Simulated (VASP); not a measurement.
Here is the system:

```yaml
crystal:
  lattice:
    - [0.00000, 2.70500, 2.70500]
    - [2.70500, 0.00000, 2.70500]
    - [2.70500, 2.70500, 0.00000]
  atoms:
    - { symbol: Zn, position: [0.00000, 0.00000, 0.00000] }
    - { symbol: S, position: [0.25000, 0.25000, 0.25000] }
```

Computed with PBE GGA + U (Dudarev), VASP's PBE PAW potentials (set 64) (plane waves; VASP 6.6.1). Settings: 400 eV cut-off, 8×8×8 Γ-centred mesh, Gaussian smearing of 0.050 eV, potentials Zn S, U − J: Zn 4.00 eV.

### Question
Estimate the energy per atom (σ→0), band gap (on the k-mesh) with the smallest direct gap where there is one.

### Answer

```json
{
  "band gap (on the k-mesh)": "2.36 eV",
  "smallest direct gap (on the k-mesh)": "2.36 eV",
  "energy per atom (σ→0)": "-3.279 eV/atom"
}
```

Total energies compare only between runs with the same potentials, cut-off and functional.

The compound is ZnS in the zinc blende structure. The cell was not relaxed at this level. The run is one of a series of settings (LDAU = .TRUE., LDAUJ = 0 0, LDAUL = 2 -1, LDAUTYPE = 2, LDAUU = 4.0 0 against the base run), some of them coarse on purpose.
